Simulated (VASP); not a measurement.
Wanted: the native input for a VASP 6.6.1 run.

* Task: single point
* Functional: LDA
* Potentials or basis: VASP PAW LDA potentials, release 64 (Si)
* Cutoff: 520 eV
* k mesh: 21 × 21 × 20
* Occupations: gaussian, width 0.15 eV
* Spin: no spin polarisation
* Dipole correction: no
* Further INCAR settings: ALGO = Normal; EDIFF = 1e-06; NBANDS = 8

The structure of Si lies in POSCAR:

```
Si
1.0
    2.4895156742      0.0000000000      0.0000000000
   -1.2447578371      2.1559838169      0.0000000000
    0.0000000000      0.0000000000      2.5280132497
Si
1
Direct
    0.0000000000      0.0000000000      0.0000000000
```

This isn't the form of Si at room conditions, which is diamond.

The cell isn't the ideal one: strain -0.050 along x and y, +0.025 along z, atoms carried along.

One way to write it, as run:

INCAR

```
ALGO     = Normal         # electronic algorithm
EDIFF    = 1E-6           # SCF threshold, eV
ENCUT    = 520            # plane-wave cutoff, eV
ISIF     = 2              # what is computed and relaxed
ISMEAR   = 0              # smearing method
LASPH    = True           # aspherical terms in the spheres
LCHARG   = True           # write CHGCAR
LELF     = True           # ELF
LREAL    = False          # projectors in reciprocal space
LVHAR    = True         
LWAVE    = False          # write WAVECAR
NBANDS   = 8              # bands
NELM     = 100            # most SCF steps
PREC     = Accurate       # precision mode
SIGMA    = 0.15           # smearing width, eV
```

KPOINTS

```
k-points
0
Gamma
  21 21 20
```

Potentials or basis: VASP PAW LDA potentials, release 64 (Si).

The run is started by

```bash
$ cat potpaw_LDA.64/Si/POTCAR > POTCAR
$ mpirun -np 1 vasp_std > vasp.out
```

It gave:

```yaml
Pressure: 10.0 GPa
Band_gap_on_the_k_mesh: none (metal or under the smearing width)
```

Wall time 26 s on 1 thread of AMD EPYC 9R45 (Zen 5), with other jobs on the host, peak memory 0.11 GiB.
